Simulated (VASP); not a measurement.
# Mg6SiSb (Amm2) in VASP: further runs

The runs below take Mg6SiSb through optical spectrum, density of states, with RPBE+D3(BJ), TB-mBJ.

Everything below comes from runs of VASP 6.6.1. Logs are shortened: lines on timing, memory, paths and dates and some standing lists are left out, and cuts for length are marked.

**1. Starting point**

It takes space group Amm2 (No. 38, orthorhombic). Conventional cell: a = 5.147 Å, b = 5.972 Å, c = 11.536 Å, α = 90.00°, β = 90.00°, γ = 90.00°. Around Sb (site symmetry mm2) lie 10 Mg at 3.00 to 3.34 Å. Si (site symmetry mm2) has 8 Mg at 2.80 to 3.04 Å as nearest neighbours. Mg (site symmetry mm2) has 2 Sb at 3.00 Å and 10 Mg at 3.10 to 3.40 Å as nearest neighbours. Around Mg (site symmetry m) lie 7 Mg at 2.89 to 3.31 Å and 2 Si at 2.97 Å and 1 Sb at 3.15 Å. Around Mg (site symmetry mm2) lie 2 Si at 3.04 Å and 10 Mg at 3.13 to 3.32 Å. Around Mg (site symmetry m) lie 1 Si at 2.80 Å and 5 Mg at 2.96 to 3.18 Å and 2 Sb at 3.06 Å.

The cell comes from a database or a generator and needn't be the stable form of this composition.

**2. Optical spectrum, RPBE+D3(BJ) (atoms moved at random, drawn with an rms of 0.02 Å)**

The input, INCAR:

```
SYSTEM = Mg6SiSb
PREC = Accurate ; ENCUT = 520
EDIFF = 1E-7 ; ISMEAR = 0
SIGMA = 0.1 ; LREAL = .False.
LASPH = .True. ; NELM = 60
ALGO = Fast ; ISIF = 2
LWAVE = .False. ; LCHARG = .False.
GGA = RP ; IVDW = 12
LOPTICS = .True. ; NBANDS = 42
NEDOS = 1000 ; CSHIFT = 0.1
```

The input, KPOINTS:

```
Automatic mesh
0
Gamma
  5 5 5
  0 0 0
```

The input, POSCAR:

```
Mg6SiSb
5.1472
    0.999991257383      0.000000000000      0.000000000000
    0.000000000000      0.580111031240      1.120571864315
    0.000000000000     -0.580111031240      1.120571864315
Sb Si Mg
1 1 6
Direct
    0.5007250000      0.6439030000      0.6445730000
   -0.0001300000      0.8761850000      0.8784500000
    0.4983150000      0.1728210000      0.1703310000
    0.4991940000      0.6635520000      0.1451570000
    0.4984910000      0.1442770000      0.6655220000
    0.0045460000      0.3290410000      0.3257590000
   -0.0026460000      0.8363530000      0.3325020000
    0.0021040000      0.3305580000      0.8378900000
```

Potentials or basis: VASP PAW PBE potentials, release 64 (Sb, Si, Mg).

Command:

```console
cat potpaw_PBE.64/Sb/POTCAR potpaw_PBE.64/Si/POTCAR potpaw_PBE.64/Mg/POTCAR > POTCAR
mpirun -np 1 vasp_std > vasp.out
```

OUTCAR:

```text
SYSTEM = Mg6SiSb
   PREC = Accurate
   ENCUT = 520
   EDIFF = 1E-7
   ISMEAR = 0
   LREAL = .False.
   LASPH = .True.
   NELM = 60
   ISIF = 2
   GGA = RP
   IVDW = 12
 IVDW          = 12

 ion  position               nearest neighbor table
   1  0.501  0.644  0.645-   3 2.99   3 3.01   7 3.05   8 3.06   8 3.07   7 3.08   5 3.17   4 3.17
                             4 3.33   5 3.33
   2  1.000  0.876  0.878-   8 2.81   7 2.81   5 2.96   4 2.96   4 2.96   5 2.97   6 3.02   6 3.06

   3  0.498  0.173  0.170-   1 2.99   1 3.01   4 3.10   8 3.11   5 3.11   6 3.11   7 3.13   7 3.14
                             8 3.14   6 3.17   5 3.39   4 3.40
   4  0.499  0.664  0.145-   5 2.87   2 2.96   2 2.96   3 3.10   6 3.10   5 3.10   6 3.15   1 3.17
                             7 3.30   7 3.31   1 3.33   3 3.40
   5  0.498  0.144  0.666-   4 2.87   2 2.96   2 2.97   4 3.10   3 3.11   6 3.12   6 3.17   1 3.17
                             8 3.29   8 3.32   1 3.33   3 3.39
   6  0.005  0.329  0.326-   2 3.02   2 3.06   4 3.10   3 3.11   5 3.12   4 3.15   8 3.16   3 3.17
                             5 3.17   7 3.18   7 3.32   8 3.33
   7  0.997  0.836  0.333-   2 2.81   8 2.95   8 3.02   1 3.05   1 3.08   3 3.13   3 3.14   6 3.18
                             4 3.30   4 3.31   6 3.32
   8  0.002  0.331  0.838-   2 2.81   7 2.95   7 3.02   1 3.06   1 3.07   3 3.11   3 3.14   6 3.16
                             5 3.29   5 3.32   6 3.33

  LATTYP: Found a base centered orthorhombic cell.
 ALAT       =     5.9718950000
 B/A-ratio  =     1.9316506737
 C/A-ratio  =     0.8618964332

  Lattice vectors:

 A1 = (   0.0000000000,   2.9859475000,  -5.7678075000)
 A2 = (   0.0000000000,   2.9859475000,   5.7678075000)
 A3 = (   5.1471550000,   0.0000000000,   0.0000000000)

[... 818 lines left out ...]
      direct lattice vectors                 reciprocal lattice vectors
     5.147155000  0.000000000  0.000000000     0.194282084  0.000000000  0.000000000
     0.000000000  2.985947500  5.767807500     0.000000000  0.167451035  0.086688053
     0.000000000 -2.985947500  5.767807500     0.000000000 -0.167451035  0.086688053

 POSITION                                       TOTAL-FORCE (eV/Angst)
 -----------------------------------------------------------------------------------
      2.57731     -0.00200      7.43168        -0.019653      0.016352     -0.165838
      5.14649     -0.00676     10.12040        -0.001067      0.012112      0.097176
      2.56490      0.00744      1.97923         0.044442     -0.045735     -0.009803
      2.56943      1.54790      4.66448         0.025770     -0.174406      0.050393
      2.56581     -1.55641      4.67076         0.047170      0.196141      0.021317
      0.02340      0.00980      3.77676        -0.098389     -0.025219      0.050976
      5.13354      1.50447      6.74173         0.039621     -0.033982     -0.016826
      0.01083     -1.51487      6.73938        -0.037892      0.054739     -0.027395
 -----------------------------------------------------------------------------------
    total drift:                                0.000021      0.000016     -0.000244

  FREE ENERGIE OF THE ION-ELECTRON SYSTEM (eV)
  ---------------------------------------------------
  free  energy   TOTEN  =       -28.8985012173 eV

  energy  without entropy=      -28.8806651090  energy(sigma->0) =      -28.88958316

 electrical conductivity sigma (Mega S m-1) (frequency dependency in vasprun.xml)
  --------------------------------------------------------------------------------------
       0.041       0.001      -0.000
       0.001       0.069       0.000
      -0.000       0.000       0.022

  frequency dependent IMAGINARY DIELECTRIC FUNCTION (independent particle, no local field effects) density-density
     E(ev)      X         Y         Z        XY        YZ        ZX
  --------------------------------------------------------------------------------------------------------------
     0.00000     0.00000     0.00000     0.00000     0.00000     0.00000     0.00000
     0.28600   191.07887    36.79529    44.77529     0.18069    -0.13465     0.47801
     0.57201   192.76325    41.23777    43.81414    -1.75563    -0.53762     1.38872
     0.85801    81.80432    51.89779    55.12950     0.50096     0.83106    -1.29466
     1.14402    59.12938    52.82244    43.70689    -0.55416     0.38056    -0.83054
     1.43002    31.68669    32.16229    35.90639     0.56624    -0.67887     1.31589
[... 92 lines left out ...]
    28.02844     0.00144     0.00128     0.00123    -0.00000    -0.00001     0.00001
    28.31445     0.00140     0.00124     0.00120    -0.00000    -0.00001     0.00001

  frequency dependent      REAL DIELECTRIC FUNCTION (independent particle, no local field effects) density-density
     E(ev)        X           Y           Z          XY          YZ          ZX
  --------------------------------------------------------------------------------------------------------------
     0.00000   504.70945    85.71399   180.38958    -4.27037    -0.19184    10.94001
     0.28600    66.66232    75.56331    36.60037    -1.11327    -0.17094    -2.43658
     0.57201    53.32411    48.00202    53.92800     1.96424     0.52750    -0.73420
     0.85801   -37.53077    41.87578    20.53938    -0.08471     0.18963    -0.74425
     1.14402   -36.52798     0.80691     8.69629     0.85686    -0.82051     0.98427
     1.43002   -22.23832     8.11317     2.51244     1.86397    -0.23015     0.58624
[... 92 lines left out ...]
    28.02844     0.80262     0.82489     0.83223    -0.00002     0.00012     0.00009
    28.31445     0.80669     0.82851     0.83570    -0.00002     0.00012     0.00009

  frequency dependent IMAGINARY DIELECTRIC FUNCTION (independent particle, no local field effects) current-current
     E(ev)      X         Y         Z        XY        YZ        ZX
  --------------------------------------------------------------------------------------------------------------
     0.00000  2748.90510   585.22315   707.68608     6.37481    -1.16963    11.92265
     0.28600   191.69536    90.18458    58.86309    -1.41578    -0.29532    -1.52737
     0.57201   209.99948    57.37295    63.92769    -0.68637    -0.28533     1.06115
     0.85801    70.48123    62.22285    58.47929     0.37498     0.85448    -1.47550
     1.14402    50.94787    51.16229    44.67146    -0.36331     0.18906    -0.61641
     1.43002    28.22676    33.20305    35.88822     0.90850    -0.70987     1.39959
[... 92 lines left out ...]
    28.02844     0.00004     0.00003     0.00004    -0.00000    -0.00001     0.00001
    28.31445     0.00003     0.00003     0.00003    -0.00000    -0.00001     0.00001

  frequency dependent      REAL DIELECTRIC FUNCTION (independent particle, no local field effects) current-current
     E(ev)        X           Y           Z          XY          YZ          ZX
  --------------------------------------------------------------------------------------------------------------
     0.00000  -129.14720    62.80798     2.93625    -2.32550     0.05429    -7.99599
     0.28600    12.51606    45.75225    38.09094    -1.82775    -0.14292     1.16795
     0.57201    -9.68683    33.87350    44.19434     2.62468     0.77908    -0.81753
     0.85801   -45.22906    29.42910     9.86257    -0.27602    -0.06685    -0.03005
     1.14402   -41.99104    -8.62729     2.58347     0.96305    -0.90576     1.34239
     1.43002   -23.22538     4.07587    -1.40798     1.77218    -0.11099     0.44495
[... 92 lines left out ...]
    28.02844     0.81067     0.82563     0.83542    -0.00005     0.00011     0.00037
    28.31445     0.81458     0.82922     0.83883    -0.00005     0.00011     0.00037
```

stdout:

```text
POSCAR found type information on POSCAR SbSiMg
 POSCAR found :  3 types and       8 ions
 scaLAPACK will be used
 -----------------------------------------------------------------------------
|                                                                             |
|                                                                             |
|     You enforced a specific xc type in the INCAR file but a different       |
|     I HOPE YOU KNOW WHAT YOU ARE DOING!                                     |
|                                                                             |
 -----------------------------------------------------------------------------

 LDA part: xc-table for (Slater+PW92), standard interpolation
 POSCAR, INCAR and KPOINTS ok, starting setup
 FFT: planning ... GRIDC
 FFT: planning ... GRID_SOFT
 FFT: planning ... GRID
 WAVECAR not read
 entering main loop
 optical routines
 imaginary and real dielectric function
 recalculating local potential from charge density
 direction            1
 direction            2
 direction            3
```

It took 7.7 min on 1 thread of Intel Xeon Platinum 8488C (Sapphire Rapids), shared host; peak memory 0.9 GiB.

Results:

```yaml
Free_energy: -28.8985 eV
Pressure: -14.6 GPa
Largest_force: 0.203 eV/Å
Band_gap_on_the_k_mesh: none (metal or under the smearing width)
Dispersion_energy_per_atom: -1.490 eV
```

Forces in eV/Å, atoms in the order of the input:
```
Sb  -0.020  0.016 -0.166
Si  -0.001  0.012  0.097
Mg   0.044 -0.046 -0.010
Mg   0.026 -0.174  0.050
Mg   0.047  0.196  0.021
Mg  -0.098 -0.025  0.051
Mg   0.040 -0.034 -0.017
Mg  -0.038  0.055 -0.027
```

Stress tensor (GPa, compression positive):
```
-15.21   0.00  -0.01
  0.00 -13.84  -0.01
 -0.01  -0.01 -14.69
```

Levels at points of the mesh, in eV from the Fermi level:
| k point | band 7 | band 8 | band 9 | band 10 | band 11 | band 12 | band 13 | band 14 |
| --- | --- | --- | --- | --- | --- | --- | --- | --- |
| (0.00, 0.00, 0.00) | -2.98 | -2.63 | -1.79 | -0.77 | 0.38 | 0.69 | 1.62 | 2.44 |

Dielectric function (mean over the directions given):
```tsv
energy (eV)	real part	imaginary part
0.26	65.01	101.70
1.29	-8.93	37.38
2.32	-11.01	21.44
3.35	-8.52	8.26
4.38	-6.78	3.34
5.41	-4.10	1.61
6.44	-2.50	0.94
7.46	-1.60	0.60
8.49	-1.03	0.38
9.52	-0.58	0.29
10.64	-0.29	0.25
11.67	-0.10	0.19
12.70	0.05	0.14
13.73	0.18	0.09
14.76	0.29	0.06
15.79	0.39	0.04
16.82	0.46	0.02
17.85	0.53	0.01
18.88	0.59	0.01
19.99	0.63	0.00
```

Caveat: spectra need much finer meshes, so this one isn't converged; independent-particle spectra lack excitons; the intraband (Drude) part of a metal's response may be missing; the PAW data sets were made with another functional, which shifts forces and pressure a little; pairwise dispersion overbinds metals, which lowers pressure and volume.

**3. Density of states, TB-mBJ**

The input, POSCAR:

```
Mg6SiSb
1.0
    5.1471550000      0.0000000000      0.0000000000
    0.0000000000      2.9859475000      5.7678075000
    0.0000000000     -2.9859475000      5.7678075000
Sb Si Mg
1 1 6
Cartesian
    2.5735775000      0.0000000000      7.4222569389
    0.0000000000      0.0000000000     10.1287198590
    2.5735775000      0.0000000000      1.9816456228
    2.5735775000      1.5393216271      4.6686941028
    2.5735775000     -1.5393216271      4.6686941028
    0.0000000000      0.0000000000      3.7856197033
    0.0000000000      1.5074197640      6.7434206030
    0.0000000000     -1.5074197640      6.7434206030
```

The input, INCAR.step1:

```
SYSTEM = Mg6SiSb
PREC = Accurate
ENCUT = 520
EDIFF = 1E-5
ISMEAR = 1
SIGMA = 0.2
LREAL = .False.
LASPH = .True.
NELM = 100
ALGO = Normal
ISIF = 2
LWAVE = .True.
LCHARG = .False.
NBANDS = 20
GGA = PE
```

The input, INCAR.step2:

```
SYSTEM = Mg6SiSb
PREC = Accurate
ENCUT = 520
EDIFF = 1E-6
ISMEAR = -5
SIGMA = 0.2
LREAL = .False.
LASPH = .True.
NELM = 100
ALGO = Normal
ISIF = 2
LWAVE = .False.
LCHARG = .False.
METAGGA = MBJ
LORBIT = 11
NBANDS = 20
ISTART = 1
NEDOS = 1001
```

The input, KPOINTS:

```
regular mesh
0
Gamma
  5 5 5
  0 0 0
```

Potentials or basis: VASP PAW PBE potentials, release 64 (Sb, Si, Mg).

Command:

```console
cat potpaw_PBE.64/Sb/POTCAR potpaw_PBE.64/Si/POTCAR potpaw_PBE.64/Mg/POTCAR > POTCAR
cp INCAR.step1 INCAR
mpirun -np 1 vasp_std > vasp.out
cp INCAR.step2 INCAR
mpirun -np 1 vasp_std > vasp.out
```

Wall time 3 min (1 thread of Intel Xeon Platinum 8488C (Sapphire Rapids), shared host); peak memory 0.37 GiB.

It converged, with:

```yaml
Band_gap_on_the_k_mesh: none (metal or under the smearing width)
Valence_electrons_inside_the_program's_atomic_spheres: Sb 2.50; Si 1.50; Mg 0.35, 0.33, 0.34
```

Levels at points of the mesh, in eV from the Fermi level:
```csv
k point,band 7,band 8,band 9,band 10,band 11,band 12,band 13,band 14,band 15,band 16
"(0.00, 0.00, 0.00)",-3.12,-2.76,-1.87,-0.99,0.23,0.61,1.52,2.38,2.43,2.44
```

States per cell in windows of 1 eV (zero at the Fermi level; states under -8 eV left out):
```
from (eV)  total  Sb1_p  Si2_p  Si2_s  Mg4_s  Mg5_s  Mg7_s
     -8.0   1.45   0.01   0.00   0.40   0.01   0.01   0.01
     -7.0   0.01   0.00   0.00   0.00   0.00   0.00   0.00
     -6.0   1.81   0.11   0.03   0.03   0.03   0.03   0.03
     -5.0   2.94   0.25   0.07   0.06   0.04   0.04   0.05
     -4.0   3.08   0.32   0.11   0.02   0.03   0.03   0.02
     -3.0   3.31   0.24   0.19   0.03   0.03   0.03   0.03
     -2.0   3.26   0.25   0.19   0.03   0.02   0.02   0.02
     -1.0   2.49   0.13   0.14   0.03   0.02   0.02   0.02
      0.0   3.90   0.14   0.15   0.03   0.05   0.05   0.04
      1.0   3.84   0.13   0.12   0.03   0.05   0.05   0.05
      2.0   3.76   0.14   0.12   0.03   0.04   0.04   0.04
      3.0   4.86   0.17   0.16   0.03   0.04   0.04   0.04
      4.0   2.44   0.09   0.08   0.01   0.02   0.02   0.02
      5.0   0.23   0.01   0.01   0.00   0.00   0.00   0.00
      6.0   0.00   0.00   0.00   0.00   0.00   0.00   0.00
```

Caveat: the PAW data sets were made with another functional, which shifts forces and pressure a little; tetrahedron occupations give inexact forces and stress in metals.

**4. For comparison**

An earlier run on the cell as given: functional PBE; potentials or basis VASP PAW PBE potentials, release 64 (Sb, Si, Mg); cutoff 520 eV; k mesh 5 × 5 × 5; occupations fermi-dirac, width 0.05 eV; no spin polarisation.

* Pressure: 0.2 GPa
* Largest force: 0.052 eV/Å
* Band gap on the k mesh: none (metal or under the smearing width)

**5. Summary**

```tsv
task	level	cell	smearing	gap on the mesh (eV)	pressure (GPa)	largest force (eV/Å)
optical spectrum	RPBE+D3(BJ)	atoms moved at random, drawn with an rms of 0.02 Å	gaussian 0.1 eV	none	-14.6	0.20
density of states	TB-mBJ	as given	tetrahedron	none	-	-
single point	PBE	as given	fermi-dirac 0.05 eV	none	0.2	0.05
```

Alike in all rows: potentials or basis VASP PAW PBE potentials, release 64 (Sb, Si, Mg); no spin polarisation; k mesh 5 × 5 × 5; cutoff (eV) 520.

Caveats: the PAW data sets were made with another functional, which shifts forces and pressure a little (some runs); spectra need much finer meshes, so this one isn't converged (some runs); independent-particle spectra lack excitons (some runs); the intraband (Drude) part of a metal's response may be missing (some runs); pairwise dispersion overbinds metals, which lowers pressure and volume (some runs); tetrahedron occupations give inexact forces and stress in metals (some runs).

Absolute energies hang on the potentials; compare differences alone.
